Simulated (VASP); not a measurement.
Crystal: CdTe.

```
Cd Te
1.0
     0.00000    3.21365    3.21365
     3.21365    0.00000    3.21365
     3.21365    3.21365    0.00000
Cd Te
1 1
Direct
  0.00000 0.00000 0.00000
  0.25000 0.25000 0.25000
```

The cell was built by a generator and needn't be a form met in nature.

```yaml
Program: VASP 6.6.1
Task: relaxation of cell and atoms
Functional: PBE
Potentials_or_basis: VASP PAW PBE potentials, release 64 (Cd, Te)
Cutoff: 600 eV
k_mesh: 6 × 6 × 6
Occupations: fermi-dirac, width 0.02 eV
Spin: no spin polarisation
```

At the start: pressure 3.9 GPa; volume 33.19 Å³/atom.

Problem. Where does the relaxation end?

Solution. Over 3 steps the energy falls by 35.4 meV/atom and the volume is 36.31 Å³/atom (+9.4 %); space group F-43m (No. 216, to 0.05 Å).

Step by step:
| step | energy change (eV) | largest force (eV/Å) | pressure (GPa) | volume (Å³) |
| --- | --- | --- | --- | --- |
| 1 | 0.0000 | 0.0000 | 3.94 | 66.38 |
| 2 | -0.0657 | 0.0000 | -0.84 | 74.53 |
| 3 | -0.0707 | 0.0000 | 0.00 | 72.63 |

Final structure:
```cif
data_structure
_symmetry_space_group_name_H-M 'P 1'
_symmetry_Int_Tables_number 1
_cell_length_a 4.6832
_cell_length_b 4.6832
_cell_length_c 4.6832
_cell_angle_alpha 60.000
_cell_angle_beta 60.000
_cell_angle_gamma 60.000
_cell_volume 72.63
loop_
_atom_site_label
_atom_site_type_symbol
_atom_site_fract_x
_atom_site_fract_y
_atom_site_fract_z
_atom_site_occupancy
Cd1 Cd 0.00000 0.00000 0.00000 1
Te1 Te 0.25000 0.25000 0.25000 1
```
